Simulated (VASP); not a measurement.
Computed with LDA (Ceperley-Alder, Perdew-Zunger), VASP's LDA PAW potentials (set 64) (plane waves; VASP 6.6.1).

Input for VASP

INCAR:
```
ALGO = Normal
SIGMA = 0.1   # width (eV)
LASPH = .TRUE.
EDIFFG = -0.02
EDIFF = 1E-6   # SCF stop (eV)
IBRION = 2   # conjugate gradients
NELM = 100   # most electronic steps
SYSTEM = CuZn
PREC = Accurate
NSW = 40   # most ionic steps
ENCUT = 500   # plane-wave cut-off (eV)
LCHARG = .FALSE.
LREAL = .FALSE.   # projection in real space or not
LWAVE = .FALSE.
ISMEAR = 1   # Methfessel-Paxton
ISIF = 3   # ions, shape and volume
LMAXMIX = 4
```

POSCAR:
```
CuZn
1
    2.8751346724     0.0000000000    -0.0000000000
   -0.0000000000     2.8751346724     0.0000000000
    0.0000000000     0.0000000000     2.8751346724
Zn Cu
1 1
Direct
  0.5000000000   0.5000000000   0.5000000000
  0.0000000000   0.0000000000   0.0000000000
```

**KPOINTS**
```
Automatic
0
Gamma
  13 13 13
```

POTCAR, in this order: Zn Cu (LDA.64 set). Program: vasp_std.

Output of the run:

OSZICAR:
```
       N       E                     dE             d eps       ncg     rms          rms(c)
DAV:   1     0.109453941787E+03    0.10945E+03   -0.11288E+04  2640   0.254E+03
DAV:   2    -0.500430491568E+01   -0.11446E+03   -0.11142E+03  2548   0.327E+02
DAV:   3    -0.801471871168E+01   -0.30104E+01   -0.30051E+01  3165   0.733E+01
DAV:   4    -0.803513277916E+01   -0.20414E-01   -0.20411E-01  2871   0.521E+00
DAV:   5    -0.803543197875E+01   -0.29920E-03   -0.29920E-03  3507   0.666E-01    0.103E+01
DAV:   6    -0.772635049773E+01    0.30908E+00   -0.17897E+01  2742   0.118E+02    0.595E+00
DAV:   7    -0.680524281052E+01    0.92111E+00   -0.40559E+00  2747   0.116E+02    0.258E+00
DAV:   8    -0.680204129895E+01    0.32015E-02   -0.19315E-01  3156   0.608E+00    0.139E+00
DAV:   9    -0.679002049351E+01    0.12021E-01   -0.17719E-02  3291   0.343E+00    0.936E-02
DAV:  10    -0.678997187571E+01    0.48618E-04   -0.59028E-04  3923   0.365E-01    0.324E-02
DAV:  11    -0.678997562793E+01   -0.37522E-05   -0.29249E-05  3306   0.186E-01    0.805E-03
DAV:  12    -0.678997572826E+01   -0.10032E-06   -0.50619E-06  2890   0.669E-02
   1 F= -.67899757E+01 E0= -.67897027E+01  d E =-.678998E+01
```

File OUTCAR:
```
------------------------ aborting loop because EDIFF is reached ----------------------------------------
  FORCE on cell =-STRESS in cart. coord.  units (eV):
  Direction    XX          YY          ZZ          XY          YZ          ZX
  --------------------------------------------------------------------------------------
  Total        0.0170587      0.0170587      0.0170587      0.0000000      0.0000000      0.0000000
  in kB        1.1499611      1.1499611      1.1499611      0.0000000      0.0000000      0.0000000
  external PRESSURE =       1.1499611 kB  Pullay stress =       0.0000000 kB
  volume of cell :       23.77
      direct lattice vectors                 reciprocal lattice vectors
     2.875134672  0.000000000  0.000000000     0.347809795  0.000000000  0.000000000
     0.000000000  2.875134672  0.000000000     0.000000000  0.347809795  0.000000000
     0.000000000  0.000000000  2.875134672     0.000000000  0.000000000  0.347809795
 POSITION                                       TOTAL-FORCE (eV/Angst)
 -----------------------------------------------------------------------------------
      1.43757      1.43757      1.43757         0.000000      0.000000      0.000000
      0.00000      0.00000      0.00000         0.000000      0.000000      0.000000
 -----------------------------------------------------------------------------------
    total drift:                                0.000000      0.000000     -0.000000
  FREE ENERGIE OF THE ION-ELECTRON SYSTEM (eV)
  ---------------------------------------------------
  free  energy   TOTEN  =        -6.7899757283 eV

  energy  without entropy=       -6.7891566823  energy(sigma->0) =       -6.78970271

 reached required accuracy - stopping structural energy minimisation
```
(Selected blocks of OUTCAR.)

OUTCAR:
```
 val. band max:        5.9934428477   @ k =   0.3077   0.0769   0.0769

 cond. band min:       6.0590456197   @ k =   0.4615   0.3077   0.3077


 Fermi energy:         6.0234524991

 k-point     1 :       0.0000    0.0000    0.0000
  band No.  band energies     occupation
      1      -4.8799      2.00000
      2      -2.1368      2.00000
      3      -2.1368      2.00000
      4      -1.3251      2.00000
      5      -1.3251      2.00000
      6      -1.3251      2.00000
      7       2.2031      2.00000
      8       2.2031      2.00000
      9       3.1213      2.00000
     10       3.1213      2.00000
     11       3.1213      2.00000
     12      12.4627      0.00000
     13      12.4627      0.00000
     14      12.4627      0.00000
     15      17.8855      0.00000

 k-point     2 :       0.0769    0.0000    0.0000
  band No.  band energies     occupation
      1      -4.7671      2.00000
      2      -2.1215      2.00000
      3      -2.1103      2.00000
      4      -1.3355      2.00000
      5      -1.3355      2.00000
      6      -1.3192      2.00000
      7       2.1940      2.00000
      8       2.2143      2.00000
      9       3.0795      2.00000
     10       3.0795      2.00000
     11       3.1158      2.00000
     12      11.4521      0.00000
     13      12.6386      0.00000
     14      12.6386      0.00000
     15      17.9423      0.00000

 k-point     3 :       0.1538    0.0000    0.0000
  band No.  band energies     occupation
      1      -4.4333      2.00000
      2      -2.0785      2.00000
      3      -2.0337      2.00000
      4      -1.3643      2.00000
      5      -1.3643      2.00000
      6      -1.3026      2.00000
      7       2.1682      2.00000
      8       2.2384      2.00000
      9       2.9680      2.00000
     10       2.9680      2.00000
     11       3.1006      2.00000
     12       9.5185      0.00000
     13      13.1511      0.00000
     14      13.1511      0.00000
     15      18.1147      0.00000
...
```

The compound is CuZn in the CsCl type structure. It was relaxed first, which changed the volume by -7 %. The electron count is odd and the run is not spin-polarised, which forces a metal.
